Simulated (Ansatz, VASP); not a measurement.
# Two plane-wave programs on GaGe

```
CELL_PARAMETERS angstrom
0.00000 2.75295 3.04274
2.75295 0.00000 3.04274
2.75295 2.75295 0.00000
ATOMIC_POSITIONS crystal
Ga 0.75000 0.75000 0.75000
Ge 0.00000 0.00000 0.00000
```

Change from the starting cell: strain -0.050 along x and y, +0.050 along z, atoms carried along.

Alike in both runs: task single point; functional PBEsol; k mesh 14 × 14 × 14; occupations gaussian, width 0.15 eV; no spin polarisation.

|  | VASP | Ansatz |
| --- | --- | --- |
| version | VASP 6.6.1 | Ansatz 0.2.0 |
| potentials or method | VASP PAW PBE potentials, release 64 (Ga_d, Ge_d) | scalar-relativistic, plane waves, PAW |
| plane-wave cutoff (eV) | 520 | 420 |
| valence electrons in the cell | 27 | 27 |

|  | VASP | Ansatz | Ansatz less VASP |
| --- | --- | --- | --- |
| gap on the k mesh at the Fermi level (eV) | none | none | - |
| pressure (GPa) | -0.2 | -0.1 | +0.10 |
| largest component of the traceless stress (GPa) | 0.73 | 0.74 | +0.004 |

A gap of «none» marks a metal or a gap that the smearing closes. The functional is the same, so the differences come from potentials, cutoffs and numerics.

Caveats: the PAW data sets were made with another functional, which shifts forces and pressure a little (VASP).
